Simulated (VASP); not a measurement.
Here is the system:

```
Tc
1.0
    1.39043    -2.37023     0.00000
    1.39043     2.37023     0.00000
    0.00000     0.00000     4.51287
Tc
2
Direct
  0.33333   0.66667   0.25000
  0.69333   0.35999   0.75000
```

All values below come from AM05 GGA, VASP's PBE PAW potentials (set 64) (plane waves; VASP 6.6.1). Run with 400 eV cut-off, 14×14×7 Γ-centred mesh, first-order Methfessel-Paxton smearing of 0.10 eV, potentials Tc_pv.

### Question
Which forces act on the atoms, in eV/Å?

### Answer

```json
[
 {"atom": "Tc1", "Fx": "0.197", "Fy": "0.076", "Fz": "0.000"},
 {"atom": "Tc2", "Fx": "-0.197", "Fy": "-0.076", "Fz": "0.000"}
]
```

### Question
Give the stress tensor in GPa (positive for a compressed cell).

### Answer

```
-19.70   -1.31    0.00
 -1.31  -15.42    0.00
  0.00    0.00  -25.36
```
The pressure is its mean diagonal, -20.16 GPa.

The compound is Tc in the hcp structure. The cell was not relaxed at this level, atoms are displaced from their ideal sites. The run is one of a series of settings (GGA = AM against the base run), some of them coarse on purpose.
